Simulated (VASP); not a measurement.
Input for VASP

### INCAR
```
SYSTEM = P
LREAL = .FALSE.   # projection in real space or not
PREC = Accurate
LWAVE = .FALSE.
IBRION = 2   # conjugate gradients
LCHARG = .FALSE.
NELM = 100
NSW = 40
ALGO = Normal   # blocked Davidson
GGA = PE   # PBE
ENCUT = 500   # plane-wave cut-off (eV)
PSTRESS = 450
EDIFF = 1E-6   # SCF stop (eV)
ISMEAR = 1   # Methfessel-Paxton
SIGMA = 0.1
EDIFFG = -0.02   # ionic stop
ISIF = 3   # ions, shape and volume
LASPH = .TRUE.
```

**KPOINTS**
```
Regular mesh
0
Gamma
 10 10 10
0 0 0
```

**POSCAR**
```
P
1
    1.5932890088    -4.4670933638    -0.0000000000
    1.5932890088     4.4670933638     0.0000000000
    0.0000000000    -0.0000000000     3.2127249009
P
4
Direct
  0.1227398608   0.8772601392   0.9996507410
  0.3772601392   0.6227398608   0.4996507410
  0.6227398608   0.3772601392   0.5003492590
  0.8772601392   0.1227398608   0.0003492590
```

POTCAR, in this order: P (PBE.64 set). Program: vasp_std.

Question: Write an equivalent input for Ansatz.

Answer: One equivalent input (not run):
Ansatz 0.2 input:
```yaml
crystal:
  lattice:
    - [1.5932890, -4.4670934, 0.0000000]
    - [1.5932890, 4.4670934, 0.0000000]
    - [0.0000000, 0.0000000, 3.2127249]
  atoms:
    - { symbol: P, position: [0.1227399, 0.8772601, 0.9996507] }
    - { symbol: P, position: [0.3772601, 0.6227399, 0.4996507] }
    - { symbol: P, position: [0.6227399, 0.3772601, 0.5003493] }
    - { symbol: P, position: [0.8772601, 0.1227399, 0.0003493] }
kpoints:
  mp_grid: { grid: [10, 10, 10] }
hamiltonian:
  xc: pbe
  pseudopotentials: { kind: paw }
scf:
  occupations: { method: methfessel_paxton, width: 0.1 }
  max_iter: 100
relax:
  max_steps: 40
  f_tol: 0.02
  cell: { p_target: 45 }
output: { forces: true, stress: true, eigenvalues: true }
```
The two are equivalent in intent, not identical: each code has its own PAW files, so the cut-off isn't converted (ENCUT is set for VASP's; basis.ecutwfc is left out, and Ansatz then takes the one that its files recommend); Ansatz stops its SCF on the density residual and VASP on the energy change (EDIFF).

The compound is P in the black structure. This run relaxes it under an external pressure of 45 GPa. Symmetry was kept, so distortions that lower it aren't found.
